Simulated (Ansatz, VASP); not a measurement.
**Two plane-wave programs on NbBr3**

```
Nb Br
1.0
     0.00000    3.56210    3.56210
     3.56210    0.00000    3.56210
     3.56210    3.56210    0.00000
Nb Br
1 3
Direct
  0.50000 0.50000 0.50000
  0.25000 0.25000 0.25000
  0.75000 0.75000 0.75000
  0.00000 0.00000 0.00000
```

Alike in both runs: functional PBE; k mesh 12 × 12 × 12; occupations gaussian, width 0.1 eV; collinear spin.

Ansatz relaxed the structure, and its values are those at the end. VASP's run is a single point on that final structure, the one shown.

|  | VASP | Ansatz |
| --- | --- | --- |
| version | VASP 6.6.1 | Ansatz 0.2.0 |
| potentials or method | VASP PAW PBE potentials, release 64 (Nb_sv, Br) | scalar-relativistic, plane waves, PAW |
| plane-wave cutoff (eV) | 520 | 420 |
| valence electrons in the cell | 34 | 34 |

Ansatz gave:

* gap on the k mesh at the Fermi level (eV): none
* pressure (GPa): 0.0
* net moment per atom (μB): 0.50
* size of the moment on the site where the two differ most (μB): 1.80

Estimate VASP's values.

gap on the k mesh at the Fermi level (eV): none; pressure (GPa): 0.0; net moment per atom (μB): 0.50; size of the moment on the site where the two differ most (μB): 1.70.

Site moments also hang on the region over which each program counts them. A gap of «none» marks a metal or a gap that the smearing closes.
